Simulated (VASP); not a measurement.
Here is the system:

```yaml
crystal:
  lattice:
    - [-0.03623, 6.21214, 6.28623]
    - [6.21214, -0.03623, 6.28623]
    - [3.08795, 3.08795, 0.00000]
  atoms:
    - { symbol: Mg, position: [0.99717, 0.99717, 0.00567] }
    - { symbol: Mg, position: [0.99675, 0.50313, 0.00012] }
    - { symbol: Mg, position: [0.50313, 0.99675, 0.00012] }
    - { symbol: Te, position: [0.12575, 0.12575, 0.24850] }
    - { symbol: Te, position: [0.15626, 0.61467, 0.22908] }
    - { symbol: Te, position: [0.61467, 0.15626, 0.22908] }
    - { symbol: Te, position: [0.60699, 0.60699, 0.28602] }
    - { symbol: Be, position: [0.49929, 0.49929, 0.00142] }
```

Computed with PBEsol GGA, VASP's PBE PAW potentials (set 64) (plane waves; VASP 6.6.1). Run with 400 eV cut-off, Gaussian smearing of 0.050 eV, potentials Mg Te Be.

Unless said otherwise, spin-orbit coupling is left out, though it shifts the bands of the heavy elements here.

Task: Give the energies of bands 7 to 20 at the high-symmetry points, in eV from the valence-band maximum.

Result: 
```
band      Γ      Y     C0      Z     A0      T      S      R
----  -----  -----  -----  -----  -----  -----  -----  -----
7     -3.57  -2.37  -2.65  -3.00  -3.48  -3.61  -2.83  -3.22
8     -1.76  -2.36  -2.48  -2.88  -3.32  -3.44  -2.27  -3.22
9     -1.71  -2.25  -2.40  -2.45  -1.95  -1.90  -1.95  -2.32
10    -0.79  -1.86  -1.55  -2.41  -1.87  -1.79  -1.83  -1.99
11    -0.70  -1.54  -1.52  -2.30  -1.78  -1.67  -1.61  -1.97
12    -0.64  -1.17  -1.04  -2.07  -1.42  -1.44  -0.89  -1.78
13    -0.43  -0.72  -0.83  -1.84  -1.16  -0.78  -0.58  -1.47
14    -0.14  -0.66  -0.74  -1.81  -0.98  -0.64  -0.36  -1.19
15    -0.12  -0.53  -0.60  -0.84  -0.73  -0.63  -0.28  -1.01
16     0.00  -0.46  -0.26  -0.53  -0.72  -0.52  -0.19  -0.95
17     2.07   2.85   2.88   3.55   2.51   2.21   2.54   2.92
18     2.27   3.28   3.54   4.14   2.56   2.41   3.24   3.03
19     2.95   3.77   3.95   4.34   3.09   2.58   3.60   3.48
20     3.09   4.27   4.13   4.39   3.38   3.11   3.66   3.57
```

The gap is direct, 2.07 eV, from the valence maximum at Γ to the conduction minimum at Γ.

The structure was generated: BeMg3Te4 was put into an ordered model structure (Amm2), which need not be its known phase. It was relaxed first.
